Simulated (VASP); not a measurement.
# Pb (Lead): structure and properties in VASP, part 2 of 4

What structure and properties does PBEsol give Pb (Lead), and how near are they to the measured ones? Left out of this account: 1 further run (relaxation: a spoilt try). The start is a cell from a database of measured crystal structures.

VASP 6.6.1; PBEsol; plane waves and PAW (Pb_d).

Still holding for the runs below: The k-mesh is coarse for a metal.

So far. Step 2 (Full relaxation (PBEsol)): It ends with forces that vanish by symmetry and a pressure of -0.03 GPa. The volume lies -0.2 % from that of the database's start, which holds the thermal and zero-point expansion of its experiment. Step 3 (Single point with fields (PBEsol)): In this run the pressure is 0.02 GPa, small enough to go on.

### Step 4. Bands along the symmetry lines (PBEsol)

Levels along the symmetry lines show where the bands peak and cross; KPOINTS_OPT computes them in the converged potential.

INCAR reads:

```
SYSTEM = Pb
PREC = Accurate
ENCUT = 400
EDIFF = 1E-06
NELM = 100
ISMEAR = 1
SIGMA = 0.2
LREAL = .FALSE.
ALGO = Normal
GGA = PS
NBANDS = 18
LORBIT = 11
LWAVE = .FALSE.
LCHARG = .FALSE.
KPAR = 2
```

POSCAR reads:

```
Pb
1.0
    0.0000000000      2.4735270012      2.4735270012
    2.4735270012      0.0000000000      2.4735270012
    2.4735270012      2.4735270012      0.0000000000
Pb
1
Direct
    0.0000000000      0.0000000000      0.0000000000
```

KPOINTS reads:

```
Automatic mesh
0
Gamma
7 7 7
0 0 0
```

KPOINTS_OPT reads:

```
Line mode
16
Line-mode
Reciprocal
  0.00000000   0.00000000   0.00000000 GAMMA
  0.50000000   0.00000000   0.50000000 X

  0.50000000   0.00000000   0.50000000 X
  0.50000000   0.25000000   0.75000000 W

  0.50000000   0.25000000   0.75000000 W
  0.37500000   0.37500000   0.75000000 K

  0.37500000   0.37500000   0.75000000 K
  0.00000000   0.00000000   0.00000000 GAMMA

  0.00000000   0.00000000   0.00000000 GAMMA
  0.50000000   0.50000000   0.50000000 L

  0.50000000   0.50000000   0.50000000 L
  0.62500000   0.25000000   0.62500000 U

  0.62500000   0.25000000   0.62500000 U
  0.50000000   0.25000000   0.75000000 W

  0.50000000   0.25000000   0.75000000 W
  0.50000000   0.50000000   0.50000000 L

  0.50000000   0.50000000   0.50000000 L
  0.37500000   0.37500000   0.75000000 K

  0.62500000   0.25000000   0.62500000 U
  0.50000000   0.00000000   0.50000000 X
```

The projector-augmented-wave data sets are Pb_d (PBE family, release 64).

Run with:

```sh
$ mpirun -np 2 vasp_std
```

What it wrote:

```text
[banner, memory and clock lines left out]
running    2 mpi-ranks, on    1 nodes
 distrk:  each k-point on    1 cores,    2 groups
 distr:  one band on    1 cores,    1 groups

 POSCAR found type information on POSCAR Pb
 POSCAR found :  1 types and       1 ions
 [... a notice as in an earlier step ...]

 LDA part: xc-table for (Slater+PW92), standard interpolation
 POSCAR, INCAR and KPOINTS ok, starting setup
 FFT: planning ... GRIDC
 FFT: planning ... GRID_SOFT
 FFT: planning ... GRID
 WAVECAR not read
 entering main loop
       N       E                     dE             d eps       ncg     rms          rms(c)
DAV:   1     0.100216974414E+03    0.10022E+03   -0.55428E+03   788   0.770E+02
DAV:   2     0.177581268458E+01   -0.98441E+02   -0.92903E+02   784   0.229E+02
DAV:   3    -0.390741615917E+01   -0.56832E+01   -0.56544E+01   914   0.574E+01
DAV:   4    -0.402076666973E+01   -0.11335E+00   -0.11327E+00   884   0.790E+00
DAV:   5    -0.402470917465E+01   -0.39425E-02   -0.39421E-02   966   0.147E+00    0.569E-01
DAV:   6    -0.401179415412E+01    0.12915E-01   -0.12918E-02   906   0.168E+00    0.265E-01
DAV:   7    -0.400866365446E+01    0.31305E-02   -0.52178E-03   966   0.954E-01    0.870E-02
DAV:   8    -0.400846279817E+01    0.20086E-03   -0.39408E-04  1056   0.238E-01    0.907E-03
DAV:   9    -0.400846248099E+01    0.31718E-06   -0.60775E-06   962   0.328E-02
   1 F= -.40084625E+01 E0= -.40085035E+01  d E =0.123073E-03
 Start KPOINTS_OPT (optional k-point list driver)
k-point batch [1-20\160]
       N       E                     dE             ncg
DAV:   1     0.576274068457E+03   -0.55217E+04      764
DAV:   2    -0.157851646130E+04   -0.21548E+04      764
DAV:   3    -0.170144983984E+04   -0.12293E+03      968
DAV:   4    -0.170403528321E+04   -0.25854E+01      920
DAV:   5    -0.170412645606E+04   -0.91173E-01      996
DAV:   6    -0.170413014011E+04   -0.36841E-02      954
DAV:   7    -0.170413021929E+04   -0.79177E-04     1030
DAV:   8    -0.170413022133E+04   -0.20408E-05      728
DAV:   9    -0.170413022137E+04   -0.44047E-07      714
[...]
k-point batch [141-160\160]
       N       E                     dE             ncg
DAV:   1     0.298787987444E+03   -0.98830E+04      754
DAV:   2    -0.165126265382E+04   -0.19501E+04      786
DAV:   3    -0.175736237900E+04   -0.10610E+03      996
DAV:   4    -0.175941646120E+04   -0.20541E+01      982
DAV:   5    -0.175949467099E+04   -0.78210E-01     1096
DAV:   6    -0.175949760659E+04   -0.29356E-02     1014
DAV:   7    -0.175949763093E+04   -0.24344E-04     1112
DAV:   8    -0.175949763108E+04   -0.15103E-06      796
```

Elapsed: 8.4 s, on 2 MPI ranks of Intel Xeon Platinum 8488C (Sapphire Rapids), shared host; peak memory 0.26 GiB; 16 s of CPU time.

Parts of OUTCAR (step 4):

```text
The static configuration has the point symmetry O_h .

 Found     20 irreducible k-points:

   k-points           NKPTS =     20   k-points in BZ     NKDIM =     20   number of bands    NBANDS=     18

   NELECT =      14.0000    total number of electrons

 E-fermi :   7.0323

 k-point     1 :       0.0000    0.0000    0.0000
  band No.  band energies     occupation
    ...
      2      -9.8572      2.00000
      3      -9.8572      2.00000
      4      -9.7139      2.00000
      5      -9.7139      2.00000
      6      -4.6566      2.00000
      7      14.5500      0.00000
      8      14.5500      0.00000
      9      14.5500      0.00000
     10      16.8856      0.00000
     11      18.4610      0.00000
    ...

 k-point     2 :       0.1429    0.0000    0.0000
  band No.  band energies     occupation
    ...
      2      -9.8325      2.00000
      3      -9.8325      2.00000
      4      -9.7119      2.00000
      5      -9.7119      2.00000
      6      -4.2623      2.00000
      7      11.1756      0.00000
      8      14.1100      0.00000
      9      14.1100      0.00000
     10      16.3755      0.00000
     11      19.7921      0.00000
    ...

  Total        0.0078827      0.0078827      0.0078827     -0.0000000     -0.0000000      0.0000000
  in kB        0.4172579      0.4172579      0.4172579     -0.0000000     -0.0000000      0.0000000
  external PRESSURE =       0.4172579 kB  Pullay stress =       0.0000000 kB

 POSITION                                       TOTAL-FORCE (eV/Angst)
 -----------------------------------------------------------------------------------
      0.00000      0.00000      0.00000         0.000000     -0.000000      0.000000
 -----------------------------------------------------------------------------------
    total drift:                               -0.000000      0.000000     -0.000000

  FREE ENERGIE OF THE ION-ELECTRON SYSTEM (eV)
  ---------------------------------------------------
  free  energy   TOTEN  =        -4.0084624810 eV

  energy  without entropy=       -4.0085855544  energy(sigma->0) =       -4.00850351

 total charge
# of ion       s       p       d       tot
------------------------------------------
    1        1.399   0.741   9.807  11.946

[... 7 parts as in an earlier step ...]

[... 5 further parts left out ...]
```

Spin-orbit coupling is off here; with elements this heavy it splits and shifts levels by tenths of an eV or more.

This step gave:

| Property | Result |
| --- | --- |
| SCF cycles | 9 |
| bands | 18 |
| pressure | 0.04173 GPa |

Electronic bands along the path, in eV, zero at the Fermi level; # counts the bands kept, so #1 is VASP's band 6:

```tsv
point	#1	#2	#3	#4	#5	#6
Γ	-11.69	7.52	7.52	7.52	9.85	11.43
0.53 of the way	-9.87	1.90	3.82	3.82	7.42	7.56
X	-6.63	-3.20	2.13	2.13	5.46	6.74
0.47 of the way	-6.58	-2.76	0.85	1.12	7.44	8.47
W	-6.52	-1.30	-1.30	0.34	10.95	12.27
0.47 of the way	-6.63	-1.94	-1.03	1.41	8.73	11.61
K	-6.71	-2.21	-1.15	3.06	6.56	11.45
0.47 of the way	-9.66	0.30	2.01	6.58	9.34	11.63
Γ	-11.69	7.52	7.52	7.52	9.85	11.43
0.47 of the way	-10.64	1.33	6.57	6.57	9.10	11.80
L	-8.05	-4.14	5.67	5.67	9.32	9.57
0.53 of the way	-7.54	-3.35	1.60	4.36	7.52	12.84
U	-6.71	-2.21	-1.15	3.06	6.56	11.45
0.47 of the way	-6.64	-2.01	-1.05	1.68	8.33	11.57
W	-6.52	-1.30	-1.30	0.34	10.95	12.27
0.47 of the way	-7.39	-3.10	1.19	3.11	8.95	11.13
L	-8.05	-4.14	5.67	5.67	9.32	9.57
0.53 of the way	-7.54	-3.35	1.60	4.36	7.52	12.84
K	-6.71	-2.21	-1.15	3.06	6.56	11.45
jump to U	-6.71	-2.21	-1.15	3.06	6.56	11.45
0.47 of the way	-6.61	-2.91	0.53	2.40	6.09	8.39
X	-6.63	-3.20	2.13	2.13	5.46	6.74
```

The electronic bands as a text plot (rows in eV, shown from -8.0 to 6.7 only):

```
    6.4 | *      *           *  *  *  *        *             **
    5.8 | **   ** *                    ****             *      **
    5.2 |  *     *         **   *          *           * **
    4.6 |   *                  *    *       *         ** * *
    4.0 |   **            *                * *              *
    3.4 |     *          *    *               *      **   *  *
    2.7 |      *        *      *               *              *
    2.1 |    *  ***          **      *      *   *   *          **
    1.5 |         **   *                             *     *
    0.9 |     *    **                            * *           *
    0.3 |           ***     **        *      *    * *
   -0.3 |                  *                                * *
   -0.9 |      *     ****   *                 **** *         *
   -1.6 |            **  ***           *         **
   -2.2 |       *   *  **                     ***  *         *
   -2.8 |          *                    *    *      *       * **
   -3.4 |        **                         *        *     *    *
   -4.0 |                                ***          *****
   -4.6 |
   -5.2 |
   -5.9 |
   -6.5 |        ********                      *****          ***
   -7.1 |       *        **                  **     *       **
   -7.7 |                                  **        *** ***
         Γ       X    W  K        Γ      L     U  W     L   K|U X
```

There is no gap at this level.

### Step 5. Total and projected DOS (PBEsol)

Here the states are counted by energy and projected on the atoms. The mesh is finer than in the run before.

INCAR, as its differences from that of step 4:

```diff
@@ -5,3 +5,3 @@
 NELM = 100
-ISMEAR = 1
+ISMEAR = -5
 SIGMA = 0.2
@@ -15 +15,2 @@
 KPAR = 2
+NEDOS = 2001
```

POSCAR is that of step 4.

KPOINTS reads:

```
Automatic mesh
0
Gamma
10 10 10
0 0 0
```

Run with:

```sh
$ mpirun -np 2 vasp_std
```

What it wrote:

```text
[... set-up lines as in an earlier step ...]
 entering main loop
       N       E                     dE             d eps       ncg     rms          rms(c)
DAV:   1     0.102243244513E+03    0.10224E+03   -0.55646E+03  1782   0.748E+02
DAV:   2     0.182083886716E+01   -0.10042E+03   -0.95190E+02  1798   0.230E+02
DAV:   3    -0.389930070486E+01   -0.57201E+01   -0.56882E+01  2194   0.578E+01
DAV:   4    -0.401327027263E+01   -0.11397E+00   -0.11389E+00  2122   0.803E+00
DAV:   5    -0.401728546798E+01   -0.40152E-02   -0.40147E-02  2308   0.151E+00    0.578E-01
DAV:   6    -0.400373645991E+01    0.13549E-01   -0.13552E-02  2128   0.172E+00    0.271E-01
DAV:   7    -0.400038522935E+01    0.33512E-02   -0.54346E-03  2298   0.974E-01    0.899E-02
DAV:   8    -0.400017510708E+01    0.21012E-03   -0.41131E-04  2490   0.242E-01    0.934E-03
DAV:   9    -0.400017297370E+01    0.21334E-05   -0.55795E-06  2302   0.318E-02    0.438E-03
DAV:  10    -0.400017418823E+01   -0.12145E-05   -0.48304E-07  1360   0.899E-03    0.112E-04
DAV:  11    -0.400017415528E+01    0.32951E-07   -0.69476E-08  1098   0.235E-03
   1 F= -.40001742E+01 E0= -.40001742E+01  d E =0.000000E+00
 -----------------------------------------------------------------------------
|                                                                             |
|           W    W    AA    RRRRR   N    N  II  N    N   GGGG   !!!           |
|           W    W   A  A   R    R  NN   N  II  NN   N  G    G  !!!           |
|           W    W  A    A  R    R  N N  N  II  N N  N  G       !!!           |
|           W WW W  AAAAAA  RRRRR   N  N N  II  N  N N  G  GGG   !            |
|           WW  WW  A    A  R   R   N   NN  II  N   NN  G    G                |
|           W    W  A    A  R    R  N    N  II  N    N   GGGG   !!!           |
|                                                                             |
|     Tetrahedron method does not include variations of the Fermi             |
|     occupations, so forces and stress will be inaccurate. We suggest        |
|     using a different smearing scheme ISMEAR = 1 or 2 for metals in         |
|     relaxations.                                                            |
|                                                                             |
 -----------------------------------------------------------------------------
```

Elapsed: 3.8 s, on 2 MPI ranks; peak memory 0.27 GiB.

OUTCAR, selected parts (step 5):

```text
   k-points           NKPTS =     47   k-points in BZ     NKDIM =     47   number of bands    NBANDS=     18

   NELECT =      14.0000    total number of electrons

 E-fermi :   7.1826

 k-point     1 :       0.0000    0.0000    0.0000
  band No.  band energies     occupation
    ...
      2      -9.8631      2.00000
      3      -9.8631      2.00000
      4      -9.7204      2.00000
      5      -9.7204      2.00000
      6      -4.6581      2.00000
      7      14.5482      0.00000
      8      14.5482      0.00000
      9      14.5482      0.00000
     10      16.8862      0.00000
     11      18.4606      0.00000
    ...

  Total       -0.0515233     -0.0515233     -0.0515233     -0.0000000      0.0000000      0.0000000
  in kB       -2.7273071     -2.7273071     -2.7273071     -0.0000000      0.0000000      0.0000000
  external PRESSURE =      -2.7273071 kB  Pullay stress =       0.0000000 kB

 POSITION                                       TOTAL-FORCE (eV/Angst)
 -----------------------------------------------------------------------------------
      0.00000      0.00000      0.00000        -0.000000     -0.000000     -0.000000
 -----------------------------------------------------------------------------------
    total drift:                               -0.000000      0.000000     -0.000000

  FREE ENERGIE OF THE ION-ELECTRON SYSTEM (eV)
  ---------------------------------------------------
  free  energy   TOTEN  =        -4.0001741553 eV

  energy  without entropy=       -4.0001741553  energy(sigma->0) =       -4.00017416

[... 6 parts as in an earlier step ...]

[... 10 further parts left out ...]
```

With tetrahedra the forces and stress of a metal are not exact derivatives of the energy.

This step gave:

```
SCF cycles             : 11
irreducible k-points   : 47
free energy (TOTEN)    : -4.000 eV
Fermi energy           : 7.183 eV
pressure               : -0.2727 GPa
DOS at the Fermi level : 0.5249 states/eV/cell
```

The density of states has structure finer than the step of the table below, so its rows give means over 0.5 eV, whole bins alone (the curve runs from -12.0 to 7.91 eV). Peaks (eV: height): total -8.22: 0.774, -6.96: 0.894, -2.07: 1.15, 2.18: 0.861; Pb p -2.07: 0.405, 2.18: 0.362; Pb s -8.22: 0.499, -6.96: 0.662; Pb d -2.07: 0.018, 1.62: 0.027.

States under -12.0 eV and over 7.9 eV are left out. Table of density of states by energy, zero at the Fermi level; means over each step; values in states/eV/cell:

```tsv
energy (eV)	total	Pb p	Pb s	Pb d
-11.5	0.0964	8.3e-4	0.0523	0
-11.0	0.170	0.00283	0.0923	3.1e-4
-10.5	0.225	0.00528	0.123	8.2e-4
-10.0	0.273	0.00786	0.151	0.00154
-9.5	0.327	0.0103	0.186	0.00248
-9.0	0.394	0.0124	0.232	0.00376
-8.5	0.534	0.0142	0.331	0.00624
-8.0	0.676	0.0146	0.440	0.00803
-7.5	0.663	0.0118	0.457	0.00614
-7.0	0.643	0.00654	0.471	0.00492
-6.5	0.00952	4.8e-5	0.00725	4.8e-5
-6.0	0	0	0	0
-5.5	0	0	0	0
-5.0	0	0	0	0
-4.5	1.7e-4	5.2e-5	5.8e-6	0
-4.0	0.0749	0.0253	0.00179	3.8e-4
-3.5	0.228	0.0769	0.00753	0.00210
-3.0	0.439	0.151	0.0176	0.00492
-2.5	0.868	0.304	0.0425	0.0113
-2.0	0.789	0.274	0.0547	0.0108
-1.5	0.361	0.123	0.0418	0.00410
-1.0	0.451	0.159	0.0378	0.00891
-0.5	0.544	0.196	0.0368	0.0133
0.0	0.516	0.191	0.0304	0.0143
0.5	0.513	0.193	0.0287	0.0153
1.0	0.602	0.230	0.0275	0.0195
1.5	0.695	0.273	0.0234	0.0236
2.0	0.791	0.325	0.0206	0.0249
2.5	0.766	0.322	0.0193	0.0251
3.0	0.737	0.322	0.0176	0.0243
3.5	0.683	0.308	0.0139	0.0228
4.0	0.651	0.308	0.0113	0.0212
4.5	0.622	0.310	0.00898	0.0183
5.0	0.558	0.293	0.00710	0.0145
5.5	0.479	0.253	0.00690	0.0136
6.0	0.406	0.181	0.0105	0.0211
6.5	0.438	0.146	0.0142	0.0348
7.0	0.503	0.110	0.0148	0.0537
7.5	0.586	0.0443	0.0153	0.0808
```

The finer mesh and the other smearing move the Fermi level by +0.15 eV from the 7×7×7 run, one measure of the sampling error in the zero of the bands above. Of the states within 0.3 eV of the Fermi level, the largest shares in the PAW spheres are Pb p 37 % and Pb s 6 %. The rest lies in smaller channels or between the spheres.

### Step 6. Core levels (PBEsol)

ICORELEVEL = 1 prints the core eigenvalues in the potential of the ground state.

INCAR reads:

```
SYSTEM = Pb
PREC = Accurate
ENCUT = 400
EDIFF = 1E-06
NELM = 100
ISMEAR = 1
SIGMA = 0.2
LREAL = .FALSE.
ALGO = Normal
GGA = PS
NBANDS = 13
LORBIT = 11
LWAVE = .FALSE.
LCHARG = .FALSE.
KPAR = 2
ICORELEVEL = 1
```

POSCAR is that of step 5.

KPOINTS reads:

```
Automatic mesh
0
Gamma
7 7 7
0 0 0
```

Run with:

```sh
$ mpirun -np 2 vasp_std
```

What it wrote:

```text
[... set-up lines as in an earlier step ...]
 entering main loop
       N       E                     dE             d eps       ncg     rms          rms(c)
DAV:   1     0.102706718808E+03    0.10271E+03   -0.59820E+03   525   0.104E+03
DAV:   2     0.836695988334E+00   -0.10187E+03   -0.97875E+02   545   0.288E+02
DAV:   3    -0.391790448087E+01   -0.47546E+01   -0.47328E+01   670   0.706E+01
DAV:   4    -0.402068629205E+01   -0.10278E+00   -0.10277E+00   642   0.108E+01
DAV:   5    -0.402471536508E+01   -0.40291E-02   -0.40290E-02   744   0.195E+00    0.568E-01
DAV:   6    -0.401180873769E+01    0.12907E-01   -0.16705E-02   645   0.232E+00    0.265E-01
DAV:   7    -0.400866752534E+01    0.31412E-02   -0.66186E-03   675   0.133E+00    0.868E-02
DAV:   8    -0.400846335596E+01    0.20417E-03   -0.35726E-04   752   0.314E-01    0.858E-03
DAV:   9    -0.400846253830E+01    0.81766E-06   -0.53756E-06   670   0.408E-02
   1 F= -.40084625E+01 E0= -.40085036E+01  d E =0.123226E-03
```

The job ended after 2.2 s (2 MPI ranks; peak memory 0.25 GiB; 3.1 s of CPU time).

From OUTCAR (step 6):

```text
   NELECT =      14.0000    total number of electrons

 the core state eigenenergies are
   1-  1s -88080.5359  2s -15742.0486  2p -13496.8105  3s  -3770.2946  3p  -3126.8319
       3d  -2471.8859  4s   -844.8110  4p   -634.0171  4d   -390.4039  4f   -121.4350
       5s   -132.5937  5p    -74.2822

 E-fermi :   7.0323

 k-point     1 :       0.0000    0.0000    0.0000
  band No.  band energies     occupation
    ...
      2      -9.8569      2.00000
      3      -9.8569      2.00000
      4      -9.7136      2.00000
      5      -9.7136      2.00000
      6      -4.6566      2.00000
      7      14.5500      0.00000
      8      14.5500      0.00000
      9      14.5500      0.00000
     10      16.8856      0.00000
     11      18.4610      0.00000
    ...

  Total        0.0030383      0.0030383      0.0030383      0.0000000      0.0000000      0.0000000
  in kB        0.1608283      0.1608283      0.1608283      0.0000000      0.0000000      0.0000000
  external PRESSURE =       0.1608283 kB  Pullay stress =       0.0000000 kB

 POSITION                                       TOTAL-FORCE (eV/Angst)
 -----------------------------------------------------------------------------------
      0.00000      0.00000      0.00000         0.000000      0.000000     -0.000000
 -----------------------------------------------------------------------------------
    total drift:                               -0.000000      0.000000      0.000000

  FREE ENERGIE OF THE ION-ELECTRON SYSTEM (eV)
  ---------------------------------------------------
  free  energy   TOTEN  =        -4.0084625383 eV

  energy  without entropy=       -4.0085857638  energy(sigma->0) =       -4.00850361

[... 9 parts as in an earlier step ...]

[... 7 further parts left out ...]
```

These are scalar-relativistic Kohn-Sham levels of the ground state, with no core hole, so they are not binding energies.

Numbers from this step:

```yaml
scf_cycles: 9
bands: 13
irreducible_k_points: 20
free_energy_toten: -4.008 eV
fermi_energy: 7.032 eV
pressure: 0.01608 GPa
```

Kohn-Sham core levels. Core levels, by row:

```tsv
atom	shell	level below the Fermi level (eV)
Pb1	1s	88088
Pb1	2s	15749
Pb1	2p	13504
Pb1	3s	3777
Pb1	3p	3134
Pb1	3d	2479
Pb1	4s	851.8
Pb1	4p	641
Pb1	4d	397.4
Pb1	4f	128.5
Pb1	5s	139.6
Pb1	5p	81.31
```

[end of part 2 of 4]

[Lines on the potential files, build, host, timing and source positions are cut from VASP's logs without a mark.]

[Logs are printed without paths, hosts, clocks, repeated set-up lines and the standing remarks that a program may print on its own settings, such as how far it seeks lower states.]

[Hosts, paths, dates, database ids (printed as entryN), source tags and the programs' standing remarks are cut or masked in the printed files.]

[A measured line is paired with the nearest computed mode of its activity, which favours agreement.]
